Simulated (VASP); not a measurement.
Given:

```
CELL_PARAMETERS angstrom
      1.67219    -2.89632     0.00000
      1.67219     2.89632     0.00000
      0.00000     0.00000     5.39877
ATOMIC_POSITIONS crystal
  Zn 0.66667 0.33333 0.50130
  Zn 0.33333 0.66667 0.00130
  O  0.66667 0.33333 0.88070
  O  0.33333 0.66667 0.38070
```

Level of theory: PW91 GGA, VASP's PBE PAW potentials (set 64) (plane waves; VASP). Settings: 520 eV cut-off, 8×8×4 Γ-centred mesh, Gaussian smearing of 0.050 eV, potentials Zn O.

Q: Give the stress tensor in GPa (positive for a compressed cell).

A: 
```
-6.53   0.00   0.00
 0.00  -6.53   0.00
 0.00   0.00  -6.55
```
The pressure is its mean diagonal, -6.54 GPa.

The compound is ZnO in the wurtzite structure. This cell is one point of a volume scan, at 1.06 of the reference volume.
